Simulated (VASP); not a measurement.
Level of theory: LDA (Ceperley-Alder, Perdew-Zunger), VASP's LDA PAW potentials (set 64) (plane waves; VASP).

A VASP calculation is set up with these files.

### POSCAR
```
As
1
    3.2639533746    -1.8363116044    -0.1021275160
    3.2639533746     1.8363116044    -0.1021275160
    2.3259301764     0.0000000000     2.9369896228
As
2
Direct
  0.2366009167   0.2366009167   0.2366009168
  0.7633990833   0.7633990833   0.7633990832
```

**KPOINTS**
```
kpoints
0
gamma
12 12 12
0 0 0
```

### INCAR
```
ALGO=Normal
EDIFF=1E-6
EDIFFG=-0.02
ENCUT=500
IBRION=2
ISIF=3
ISMEAR=1
LASPH=.TRUE.
LCHARG=.FALSE.
LMAXMIX=4
LREAL=.FALSE.
LWAVE=.FALSE.
NELM=100
NSW=40
PREC=Accurate
PSTRESS=100
SIGMA=0.1
SYSTEM=As
```

POTCAR, in this order: As (LDA.64 set). Program: vasp_std.

The resulting files:

**OSZICAR**
```
       N       E                     dE             d eps       ncg     rms          rms(c)
DAV:   1     0.289332539755E+02    0.28933E+02   -0.44224E+03  3410   0.918E+02
DAV:   2    -0.950161448593E+01   -0.38435E+02   -0.37013E+02  5227   0.125E+02
DAV:   3    -0.106913602437E+02   -0.11897E+01   -0.11829E+01  4017   0.262E+01
DAV:   4    -0.106977092074E+02   -0.63490E-02   -0.63448E-02  4326   0.182E+00
DAV:   5    -0.106977216635E+02   -0.12456E-04   -0.12455E-04  3902   0.733E-02    0.420E+00
DAV:   6    -0.106672531493E+02    0.30469E-01   -0.77259E-03  3841   0.605E-01    0.250E+00
DAV:   7    -0.106513925386E+02    0.15861E-01   -0.15064E-02  3768   0.863E-01    0.720E-02
DAV:   8    -0.106513608176E+02    0.31721E-04   -0.21875E-04  3622   0.118E-01    0.159E-02
DAV:   9    -0.106513627393E+02   -0.19217E-05   -0.81089E-06  4532   0.216E-02    0.833E-03
DAV:  10    -0.106513625136E+02    0.22574E-06   -0.11150E-06  2011   0.690E-03
   1 F= -.83994963E+01 E0= -.83995414E+01  d E =-.839950E+01
```

### OUTCAR
```
------------------------ aborting loop because EDIFF is reached ----------------------------------------
  FORCE on cell =-STRESS in cart. coord.  units (eV):
  Direction    XX          YY          ZZ          XY          YZ          ZX
  --------------------------------------------------------------------------------------
  Total        2.2763903      2.2900001      2.2887033     -0.0000000      0.0000000     -0.0042009
  in kB      101.0890546    101.6934344    101.6358462     -0.0000000      0.0000000     -0.1865538
  external PRESSURE =       1.4727784 kB  Pullay stress =     100.0000000 kB
  volume of cell :       36.08
      direct lattice vectors                 reciprocal lattice vectors
     3.263953375 -1.836311604 -0.102127516     0.149484312 -0.272284943 -0.118383146
     3.263953375  1.836311604 -0.102127516     0.149484312  0.272284943 -0.118383146
     2.325930176  0.000000000  2.936989623     0.010395993  0.000000000  0.332251649
 POSITION                                       TOTAL-FORCE (eV/Angst)
 -----------------------------------------------------------------------------------
      2.09483      0.00000      0.64657         0.004614      0.000000      0.001424
      6.75901      0.00000      2.08617        -0.004614      0.000000     -0.001424
 -----------------------------------------------------------------------------------
    total drift:                               -0.000000     -0.000000     -0.000000
  FREE ENERGIE OF THE ION-ELECTRON SYSTEM (eV)
  ---------------------------------------------------
  free  energy   TOTEN  =       -10.6513625136 eV

  energy  without entropy=      -10.6514979426  energy(sigma->0) =      -10.65140766
  enthalpy is  TOTEN    =        -8.3994962606 eV   P V=        2.2518662529

 reached required accuracy - stopping structural energy minimisation
```
(Selected blocks of OUTCAR.)

The compound is As in the a7 structure. It was relaxed first under an external pressure of 10 GPa.
